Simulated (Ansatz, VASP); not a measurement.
# Cross-check of SnSeS between VASP and Ansatz

Aim: how closely do two programs agree when they are given the same cell, functional and k mesh? The cell is taken from a series of runs on this material, whose earlier steps may have relaxed, scaled, displaced or heated it; both programs get it as it stands.

Main program and level: Ansatz 0.2.0; plane waves, with VASP 6.6.1 beside it; PBEsol.

## (1) The starting structure

The cell holds 3 atoms: 1 Sn, 1 S and 1 Se. Its edges and angles: a = 3.725 Å, b = 3.725 Å, c = 30.000 Å, α = 90.0°, β = 90.0°, γ = 120.0°. Vacuum lies along c.

## (2) VASP: zone-centre phonons, PBEsol, pair 1

Second derivatives magnify differences that forces hide, and they need a tight electronic threshold.

Lines of VASP's logs that name or quote its potential files are left out, and so is its time.

INCAR

```
SYSTEM = SnSeS
PREC = Accurate
ENCUT = 500
EDIFF = 1E-08
NELM = 120
ISMEAR = 0
SIGMA = 0.01
LREAL = .FALSE.
ALGO = Normal
GGA = PS
NBANDS = 19
LORBIT = 11
LWAVE = .FALSE.
LCHARG = .FALSE.
ISIF = 2
IBRION = 8
LASPH = .TRUE.
GGA_COMPAT = .FALSE.
EFERMI = MIDGAP
NELMDL = -8
KPAR = 2
```

POSCAR

```
SnSeS
1.0
    3.7245322168      0.0000000000      0.0000000000
   -1.8622661084      3.2255395170      0.0000000000
    0.0000000000      0.0000000000     30.0000000000
Sn S Se
1 1 1
Direct
    0.0000000000      0.0000000000      0.3339251524
    0.3333333333      0.6666666667      0.3823711895
    0.6666666667      0.3333333333      0.2803703250
```

KPOINTS

```
Automatic mesh
0
Gamma
9 9 1
0 0 0
```

PAW data sets: Sn_d, S and Se (PBE family, release 64).

The run is started by

```sh
$ mpirun -np 2 vasp_std
```

Numbers of over 12 decimals in the logs are rounded to 6 here.

Output:

```text
[banner, memory and clock lines left out]
running    2 mpi-ranks, on    1 nodes
 distrk:  each k-point on    1 cores,    2 groups
 distr:  one band on    1 cores,    1 groups

 POSCAR found type information on POSCAR SnS Se
 POSCAR found :  3 types and       3 ions
|                                                                             |
|               ----> ADVICE to this user running VASP <----                  |
|                                                                             |
|     You enforced a specific xc type in the INCAR file but a different       |
|     [... a line on the potential file left out ...]
|     I HOPE YOU KNOW WHAT YOU ARE DOING!                                     |
|                                                                             |

 LDA part: xc-table for (Slater+PW92), standard interpolation
 POSCAR, INCAR and KPOINTS ok, starting setup
 FFT: planning ... GRIDC
 FFT: planning ... GRID_SOFT
 FFT: planning ... GRID
 WAVECAR not read
 entering main loop
       N       E                     dE             d eps       ncg     rms          rms(c)
DAV:   1     0.178048763312E+03    0.17805E+03   -0.10245E+04   552   0.990E+02
DAV:   2     0.771966194015E+01   -0.17033E+03   -0.16608E+03   612   0.220E+02
DAV:   3    -0.132283201267E+02   -0.20948E+02   -0.20882E+02   553   0.894E+01
DAV:   4    -0.139175753605E+02   -0.68926E+00   -0.68810E+00   661   0.194E+01
DAV:   5    -0.139310005194E+02   -0.13425E-01   -0.13420E-01   679   0.267E+00
DAV:   6    -0.139312974836E+02   -0.29696E-03   -0.29696E-03   620   0.320E-01
DAV:   7    -0.139313030075E+02   -0.55239E-05   -0.55238E-05   706   0.458E-02
DAV:   8    -0.139313031241E+02   -0.11663E-06   -0.11663E-06   647   0.600E-03    0.670E+00
DAV:   9    -0.135803827124E+02    0.35092E+00   -0.76426E-01   702   0.962E+00    0.459E+00
DAV:  10    -0.135513360955E+02    0.29047E-01   -0.33833E-01   594   0.430E+00    0.673E-01
DAV:  11    -0.135429429727E+02    0.83931E-02   -0.48829E-02   580   0.230E+00    0.394E-01
DAV:  12    -0.135430023613E+02   -0.59389E-04   -0.50163E-03   562   0.430E-01    0.122E-01
DAV:  13    -0.135429597719E+02    0.42589E-04   -0.52830E-04   650   0.224E-01    0.544E-02
DAV:  14    -0.135429402931E+02    0.19479E-04   -0.11350E-04   626   0.794E-02    0.204E-02
[...]
DAV:  23    -0.135431141380E+02   -0.14001E-05   -0.10912E-08   498   0.401E-04    0.203E-04
DAV:  24    -0.135431158417E+02   -0.17037E-05   -0.19447E-08   469   0.400E-04    0.861E-05
DAV:  25    -0.135431167507E+02   -0.90897E-06   -0.11223E-08   467   0.320E-04    0.103E-04
DAV:  26    -0.135431171235E+02   -0.37277E-06   -0.26748E-09   521   0.169E-04    0.972E-05
DAV:  27    -0.135431173627E+02   -0.23926E-06   -0.19205E-09   485   0.190E-04    0.207E-05
DAV:  28    -0.135431174161E+02   -0.53347E-07    0.33528E-10   522   0.592E-05    0.239E-05
DAV:  29    -0.135431174459E+02   -0.29794E-07    0.38734E-10   477   0.512E-05    0.865E-06
DAV:  30    -0.135431174501E+02   -0.42783E-08    0.52375E-10   431   0.201E-05
   1 F= -.13543117E+02 E0= -.13543117E+02  d E =0.000000E+00
 Linear response reoptimize wavefunctions to high precision
DAV:   1    -0.135431174525E+02   -0.23820E-08    0.52064E-10   464   0.195E-05
DAV:   2    -0.135431174525E+02    0.12733E-10    0.52201E-10   408   0.704E-06
 Linear response DOF=           6
 Linear response progress:
  Degree of freedom:   1/  6
       N       E                     dE             d eps       ncg     rms          rms(c)
RMM:   1    -0.207806016726E+00   -0.20781E+00    0.90179E-01  1848   0.139E+01
RMM:   2    -0.213181534993E+00   -0.53755E-02   -0.14836E-02  2821   0.943E-01    0.847E-02
RMM:   3    -0.213105521707E+00    0.76013E-04   -0.12770E-03  3037   0.247E-01    0.470E-02
RMM:   4    -0.212863427234E+00    0.24209E-03   -0.12579E-04  3123   0.826E-02    0.196E-02
RMM:   5    -0.212778037277E+00    0.85390E-04   -0.20723E-05  3160   0.320E-02    0.548E-03
RMM:   6    -0.212783780386E+00   -0.57431E-05   -0.24621E-06  3413   0.121E-02    0.225E-03
RMM:   7    -0.212791228014E+00   -0.74476E-05   -0.79433E-07  3417   0.480E-03    0.439E-04
RMM:   8    -0.212792556855E+00   -0.13288E-05   -0.35607E-08  3476   0.201E-03    0.102E-04
RMM:   9    -0.212793160169E+00   -0.60331E-06    0.88261E-08  3418   0.894E-04    0.645E-05
RMM:  10    -0.212792947117E+00    0.21305E-06    0.44020E-08  3555   0.383E-04    0.193E-05
RMM:  11    -0.212792994033E+00   -0.46917E-07   -0.41484E-08  3419   0.190E-04    0.123E-05
RMM:  12    -0.212792877529E+00    0.11650E-06    0.54751E-09  3441   0.996E-05    0.375E-06
RMM:  13    -0.212792853204E+00    0.24325E-07    0.53610E-08  3394   0.534E-05    0.460E-06
RMM:  14    -0.212792851341E+00    0.18633E-08   -0.65557E-09  3462   0.303E-05    0.508E-06
 first order change of Fermi-energy   0.59551E+00
 force on displaced ion       1 direction 1 :  -5.707  -0.000  -0.000
 Linear response progress:
  Degree of freedom:   2/  6
       N       E                     dE             d eps       ncg     rms          rms(c)
RMM:   1    -0.238502963824E+00   -0.23850E+00    0.95212E-01   546   0.143E+01
RMM:   2    -0.242577028670E+00   -0.40741E-02   -0.17158E-02   841   0.942E-01    0.156E-01
RMM:   3    -0.241435729458E+00    0.11413E-02   -0.15187E-03   903   0.293E-01    0.887E-02
[...]
Degree of freedom:   3/  6
       N       E                     dE             d eps       ncg     rms          rms(c)
RMM:   1    -0.102047242184E+00   -0.10205E+00    0.20224E-02  3609   0.187E+00
RMM:   2    -0.100827410230E+00    0.12198E-02   -0.33503E-03  2784   0.376E-01    0.124E-01
RMM:   3    -0.101135606140E+00   -0.30820E-03   -0.36913E-04  2935   0.118E-01    0.561E-02
RMM:   4    -0.101429440356E+00   -0.29383E-03   -0.86786E-05  3103   0.565E-02    0.136E-02
RMM:   5    -0.101476382905E+00   -0.46943E-04   -0.85164E-06  3197   0.174E-02    0.637E-03
RMM:   6    -0.101459625823E+00    0.16757E-04   -0.10084E-06  3173   0.604E-03    0.265E-03
RMM:   7    -0.101472116728E+00   -0.12491E-04   -0.55650E-07  3173   0.241E-03    0.275E-04
RMM:   8    -0.101469980799E+00    0.21359E-05    0.66643E-10  3393   0.790E-04    0.124E-04
RMM:   9    -0.101469486172E+00    0.49463E-06   -0.37757E-07  3256   0.250E-04    0.448E-05
RMM:  10    -0.101469950102E+00   -0.46393E-06   -0.47285E-07  3473   0.100E-04    0.278E-05
RMM:  11    -0.101470025036E+00   -0.74935E-07    0.70039E-07  3427   0.397E-05    0.786E-06
RMM:  12    -0.101469996912E+00    0.28124E-07    0.44922E-08  3529   0.151E-05    0.144E-06
 first order change of Fermi-energy  -0.11344E+00
 force on displaced ion       2 direction 1 :  -3.232  -0.001   0.000
 Linear response progress:
  Degree of freedom:   4/  6
       N       E                     dE             d eps       ncg     rms          rms(c)
RMM:   1    -0.141967636702E+00   -0.14197E+00    0.11367E-02  1045   0.196E+00
RMM:   2    -0.138933165141E+00    0.30345E-02   -0.34752E-03   860   0.341E-01    0.171E-01
RMM:   3    -0.138693384712E+00    0.23978E-03   -0.37322E-04   887   0.116E-01    0.701E-02
RMM:   4    -0.138649742117E+00    0.43643E-04   -0.10012E-04   928   0.581E-02    0.311E-02
RMM:   5    -0.138646855902E+00    0.28862E-05   -0.18241E-05   910   0.245E-02    0.118E-02
RMM:   6    -0.138630370504E+00    0.16485E-04   -0.26507E-06   929   0.973E-03    0.358E-03
RMM:   7    -0.138628540306E+00    0.18302E-05   -0.65984E-07   848   0.432E-03    0.812E-04
RMM:   8    -0.138631295077E+00   -0.27548E-05   -0.11479E-07   942   0.202E-03    0.399E-04
RMM:   9    -0.138632157904E+00   -0.86283E-06   -0.79252E-08   900   0.622E-04    0.175E-04
RMM:  10    -0.138632332522E+00   -0.17462E-06   -0.24839E-08   856   0.543E-04    0.104E-04
RMM:  11    -0.138632709543E+00   -0.37702E-06   -0.13899E-06   958   0.269E-04    0.682E-05
RMM:  12    -0.138633791071E+00   -0.10815E-05   -0.40962E-08   916   0.347E-04    0.275E-05
RMM:  13    -0.138633991044E+00   -0.19997E-06    0.90381E-07   941   0.142E-04    0.200E-05
RMM:  14    -0.138634154706E+00   -0.16366E-06   -0.37051E-07   907   0.104E-04    0.101E-05
RMM:  15    -0.138634287485E+00   -0.13278E-06   -0.17829E-07   941   0.602E-05    0.608E-06
RMM:  16    -0.138634270269E+00    0.17216E-07   -0.33211E-08   940   0.381E-05    0.351E-06
RMM:  17    -0.138634295253E+00   -0.24984E-07   -0.14638E-08   972   0.213E-05    0.206E-06
RMM:  18    -0.138634303939E+00   -0.86868E-08    0.11767E-08   931   0.166E-05    0.163E-06
 first order change of Fermi-energy  -0.64273E+00
 force on displaced ion       2 direction 3 :  -0.000  -0.000  -9.534
 Linear response progress:
  Degree of freedom:   5/  6
       N       E                     dE             d eps       ncg     rms          rms(c)
RMM:   1    -0.777643900946E-01   -0.77764E-01    0.55724E-02  3602   0.141E+00
RMM:   2    -0.778353949815E-01   -0.71005E-04   -0.22277E-03  2659   0.282E-01    0.877E-02
RMM:   3    -0.780587764316E-01   -0.22338E-03   -0.28331E-04  2966   0.887E-02    0.454E-02
RMM:   4    -0.783283414322E-01   -0.26957E-03   -0.63962E-05  3084   0.488E-02    0.765E-03
RMM:   5    -0.783509742619E-01   -0.22633E-04   -0.46980E-06  3247   0.131E-02    0.360E-03
RMM:   6    -0.783412820932E-01    0.96922E-05   -0.50806E-07  3176   0.437E-03    0.102E-03
RMM:   7    -0.783453129006E-01   -0.40308E-05   -0.83152E-08  3178   0.154E-03    0.355E-04
RMM:   8    -0.783458633879E-01   -0.55049E-06   -0.15626E-07  3330   0.501E-04    0.669E-05
RMM:   9    -0.783458427461E-01    0.20642E-07    0.12723E-07  3338   0.186E-04    0.151E-05
RMM:  10    -0.783457663727E-01    0.76373E-07    0.10366E-07  3477   0.609E-05    0.636E-06
RMM:  11    -0.783457974786E-01   -0.31106E-07   -0.35853E-08  3270   0.235E-05    0.330E-06
RMM:  12    -0.783458005881E-01   -0.31095E-08   -0.25493E-08  3512   0.955E-06    0.127E-06
 first order change of Fermi-energy  -0.48219E+00
 force on displaced ion       3 direction 1 :  -3.459  -0.000   0.000
 Linear response progress:
  Degree of freedom:   6/  6
       N       E                     dE             d eps       ncg     rms          rms(c)
RMM:   1    -0.118360446239E+00   -0.11836E+00    0.54963E-02  1020   0.154E+00
RMM:   2    -0.116575292173E+00    0.17852E-02   -0.24256E-03   826   0.257E-01    0.107E-01
RMM:   3    -0.116317252661E+00    0.25804E-03   -0.32854E-04   890   0.993E-02    0.479E-02
RMM:   4    -0.116259289242E+00    0.57963E-04   -0.58653E-05   919   0.436E-02    0.275E-02
RMM:   5    -0.116240285102E+00    0.19004E-04   -0.25490E-05   892   0.271E-02    0.926E-03
RMM:   6    -0.116232583632E+00    0.77015E-05   -0.29974E-06   960   0.973E-03    0.401E-03
RMM:   7    -0.116230936572E+00    0.16471E-05   -0.55664E-07   921   0.403E-03    0.791E-04
RMM:   8    -0.116233807717E+00   -0.28711E-05   -0.24679E-07   870   0.132E-03    0.647E-04
RMM:   9    -0.116237644648E+00   -0.38369E-05   -0.49077E-07   863   0.115E-03    0.331E-04
RMM:  10    -0.116238201389E+00   -0.55674E-06   -0.41115E-07   985   0.417E-04    0.234E-04
RMM:  11    -0.116240304338E+00   -0.21029E-05   -0.57292E-07   900   0.571E-04    0.180E-04
RMM:  12    -0.116240782169E+00   -0.47783E-06    0.11879E-07   903   0.300E-04    0.586E-05
RMM:  13    -0.116241176456E+00   -0.39429E-06   -0.82105E-08   960   0.263E-04    0.396E-05
RMM:  14    -0.116241156296E+00    0.20160E-07    0.70875E-08   924   0.755E-05    0.359E-05
RMM:  15    -0.116241143279E+00    0.13017E-07   -0.13029E-07   919   0.103E-04    0.696E-06
RMM:  16    -0.116241152023E+00   -0.87437E-08    0.16549E-07   953   0.430E-05    0.757E-06
RMM:  17    -0.116241175591E+00   -0.23568E-07   -0.51802E-08   907   0.286E-05    0.360E-06
RMM:  18    -0.116241184304E+00   -0.87131E-08    0.16545E-08   898   0.233E-05    0.160E-06
 first order change of Fermi-energy  -0.14982E+01
 force on displaced ion       3 direction 3 :  -0.000  -0.000  -9.791
 Linear response finished
```

From OUTCAR (step 2):

```text
ion  position               nearest neighbor table
   1  0.000  0.000  0.334-   2 2.60   2 2.60   2 2.60   3 2.68   3 2.68   3 2.68
   2  0.333  0.667  0.382-   1 2.60   1 2.60   1 2.60
   3  0.667  0.333  0.280-   1 2.68   1 2.68   1 2.68

  LATTYP: Found a hexagonal cell.
 ALAT       =     3.7245322168
 C/A-ratio  =     8.0547027798

 Subroutine GETGRP returns: Found  6 space group operations
 (whereof  6 operations were pure point group operations)

The static configuration has the point symmetry C_3v.

 Found     12 irreducible k-points:

   k-points           NKPTS =     12   k-points in BZ     NKDIM =     12   number of bands    NBANDS=     19

   dimension x,y,z NGX =    28 NGY =   28 NGZ =  224
   dimension x,y,z NGXF=    56 NGYF=   56 NGZF=  448

   ENCUT  =  500.0 eV  36.75 Ry    6.06 a.u.   6.79  6.79 54.70*2*pi/ulx,y,z

   NELECT =      26.0000    total number of electrons

 k-points in reciprocal lattice and weights: Automatic mesh
   0.00000000  0.00000000  0.00000000       0.012
   0.11111111  0.00000000  0.00000000       0.074
   0.22222222  0.00000000  0.00000000       0.074
   0.33333333  0.00000000  0.00000000       0.074
   0.44444444  0.00000000  0.00000000       0.074
   0.11111111  0.11111111  0.00000000       0.074
   0.22222222  0.11111111  0.00000000       0.148
   0.33333333  0.11111111  0.00000000       0.148
   0.44444444  0.11111111  0.00000000       0.074
   0.22222222  0.22222222  0.00000000       0.074
   0.33333333  0.22222222  0.00000000       0.148
   0.33333333  0.33333333  0.00000000       0.025

 average (electrostatic) potential at core
       1-110.4897       2 -94.8098       3 -61.1863

  Total        0.0140468      0.0140468      0.0226659     -0.0000000      0.0000000     -0.0000000
  in kB        0.0624443      0.0624443      0.1007601     -0.0000000      0.0000000     -0.0000000
  external PRESSURE =       0.0752163 kB  Pullay stress =       0.0000000 kB

  energy-cutoff  :      500.00
  volume of cell :      360.41
      direct lattice vectors                 reciprocal lattice vectors
     3.724532217  0.000000000  0.000000000     0.268490093  0.155012827  0.000000000
    -1.862266108  3.225539517  0.000000000     0.000000000  0.310025655  0.000000000
     0.000000000  0.000000000 30.000000000     0.000000000  0.000000000  0.033333333

 POSITION                                       TOTAL-FORCE (eV/Angst)
 -----------------------------------------------------------------------------------
      0.00000      0.00000     10.01775        -0.000000     -0.000000      0.010507
     -0.00000      2.15036     11.47114         0.000000     -0.000000      0.008257
      1.86227      1.07518      8.41111        -0.000000      0.000000     -0.018764
 -----------------------------------------------------------------------------------
    total drift:                               -0.000000     -0.000000      0.000191

 Eigenvectors and eigenvalues of the dynamical matrix
 ----------------------------------------------------

   1 f  =    9.757239 THz    61.306541 2PiTHz  325.466463 cm-1    40.352680 meV
             X         Y         Z           dx          dy          dz
      0.000000  0.000000 10.017755     0.000000   -0.000000   -0.547836
     -0.000000  2.150360 11.471136     0.000000   -0.000000    0.823439
      1.862266  1.075180  8.411110    -0.000000    0.000000    0.147733

   2 f  =    6.667222 THz    41.891394 2PiTHz  222.394600 cm-1    27.573404 meV
             X         Y         Z           dx          dy          dz
      0.000000  0.000000 10.017755     0.000000   -0.000000    0.427174
     -0.000000  2.150360 11.471136     0.000000   -0.000000    0.427171
      1.862266  1.075180  8.411110    -0.000000    0.000000   -0.796899

   3 f  =    5.570066 THz    34.997756 2PiTHz  185.797397 cm-1    23.035931 meV
             X         Y         Z           dx          dy          dz
      0.000000  0.000000 10.017755    -0.000000    0.518381    0.000000
     -0.000000  2.150360 11.471136     0.000000   -0.849680    0.000000
      1.862266  1.075180  8.411110     0.000000   -0.096568   -0.000000

   4 f  =    5.570066 THz    34.997756 2PiTHz  185.797397 cm-1    23.035931 meV
             X         Y         Z           dx          dy          dz
      0.000000  0.000000 10.017755     0.518381    0.000000   -0.000000
     -0.000000  2.150360 11.471136    -0.849680   -0.000000   -0.000000
      1.862266  1.075180  8.411110    -0.096568   -0.000000    0.000000

   5 f  =    4.007641 THz    25.180752 2PiTHz  133.680518 cm-1    16.574264 meV
             X         Y         Z           dx          dy          dz
      0.000000  0.000000 10.017755    -0.000000    0.460887    0.000000
     -0.000000  2.150360 11.471136    -0.000000    0.372718    0.000000
      1.862266  1.075180  8.411110     0.000000   -0.805397   -0.000000

   6 f  =    4.007641 THz    25.180752 2PiTHz  133.680518 cm-1    16.574264 meV
             X         Y         Z           dx          dy          dz
      0.000000  0.000000 10.017755    -0.460887   -0.000000    0.000000
     -0.000000  2.150360 11.471136    -0.372718   -0.000000    0.000000
      1.862266  1.075180  8.411110     0.805397    0.000000   -0.000000

   7 f/i=    0.005589 THz     0.035116 2PiTHz    0.186424 cm-1     0.023114 meV
             X         Y         Z           dx          dy          dz
      0.000000  0.000000 10.017755    -0.000000    0.000000    0.719304
     -0.000000  2.150360 11.471136    -0.000000    0.000000    0.373462
      1.862266  1.075180  8.411110    -0.000000    0.000000    0.585771

   8 f/i=    0.010253 THz     0.064422 2PiTHz    0.342004 cm-1     0.042403 meV
             X         Y         Z           dx          dy          dz
      0.000000  0.000000 10.017755    -0.720300    0.005599   -0.000000
     -0.000000  2.150360 11.471136    -0.372985    0.002899   -0.000000
      1.862266  1.075180  8.411110    -0.584799    0.004545   -0.000000

   9 f/i=    0.010253 THz     0.064422 2PiTHz    0.342004 cm-1     0.042403 meV
             X         Y         Z           dx          dy          dz
      0.000000  0.000000 10.017755    -0.005599   -0.720300    0.000000
     -0.000000  2.150360 11.471136    -0.002899   -0.372985    0.000000
      1.862266  1.075180  8.411110    -0.004545   -0.584799    0.000000

 ELASTIC MODULI CONTR FROM IONIC RELAXATION (kBar)
 Direction    XX          YY          ZZ          XY          YZ          ZX
 --------------------------------------------------------------------------------
 XX         -40.3406    -37.3291    -91.2353      0.0000      7.6638     -0.0000
 YY         -37.3291    -40.3406    -91.2353      0.0000     -7.6638     -0.0000
 ZZ         -91.2353    -91.2353   -214.5723      0.0000      0.0000     -0.0000
 XY           0.0000      0.0000      0.0000     -1.5058      0.0000      9.4104
 YZ           7.6638     -7.6638      0.0000      0.0000    -59.5753     -0.0000
 ZX          -0.0000     -0.0000     -0.0000      9.4104     -0.0000    -91.9334
 --------------------------------------------------------------------------------
```

(Part 1 of 3 ends here.)

[Lines on the potential files, build, host, timing and source positions are cut from VASP's logs without a mark.]

[Logs are printed without paths, hosts, clocks, repeated set-up lines and the standing remarks that a program may print on its own settings, such as how far it seeks lower states.]

[Hosts, paths, dates, database ids (printed as entryN), source tags and the programs' standing remarks are cut or masked in the printed files.]
